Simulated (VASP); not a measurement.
The system is InP.

```xyz
2
Lattice="0.0000 2.9305 2.9305 2.9305 0.0000 2.9305 2.9305 2.9305 0.0000" Properties=species:S:1:pos:R:3 pbc="T T T"
In    0.0000    0.0000    0.0000
P     1.4652    1.4652    1.4652
```

| Quantity | Value |
| --- | --- |
| Program | VASP 6.6.1 |
| Task | relaxation of cell and atoms |
| Functional | LDA |
| Potentials or basis | VASP PAW LDA potentials, release 64 (In_d, P) |
| Cutoff | 350 eV |
| k mesh | 6 × 6 × 6 |
| Occupations | gaussian, width 0.02 eV |
| Spin | no spin polarisation |

At the start: pressure -1.4 GPa; volume 25.17 Å³/atom.

Q: How do energy, volume and symmetry change on relaxing?

A: Over 6 steps the energy falls by 2.3 meV/atom and the volume is 24.66 Å³/atom (-2.0 %); space group F-43m (No. 216, to 0.05 Å).

The path:
| step | energy change (eV) | largest force (eV/Å) | pressure (GPa) | volume (Å³) |
| --- | --- | --- | --- | --- |
| 1 | 0.0000 | 0.0000 | -1.43 | 50.33 |
| 2 | -0.0027 | 0.0000 | 0.95 | 48.71 |
| 3 | -0.0045 | 0.0000 | -0.01 | 49.33 |
| 4 | -0.0045 | 0.0000 | 0.03 | 49.31 |
| 5 | -0.0045 | 0.0000 | -0.02 | 49.34 |
| 6 | -0.0045 | 0.0000 | 0.01 | 49.33 |

Final structure:
```cif
data_structure
_symmetry_space_group_name_H-M 'P 1'
_symmetry_Int_Tables_number 1
_cell_length_a 4.1165
_cell_length_b 4.1165
_cell_length_c 4.1165
_cell_angle_alpha 60.000
_cell_angle_beta 60.000
_cell_angle_gamma 60.000
_cell_volume 49.33
loop_
_atom_site_label
_atom_site_type_symbol
_atom_site_fract_x
_atom_site_fract_y
_atom_site_fract_z
_atom_site_occupancy
In1 In 0.00000 0.00000 0.00000 1
P1 P 0.25000 0.25000 0.25000 1
```
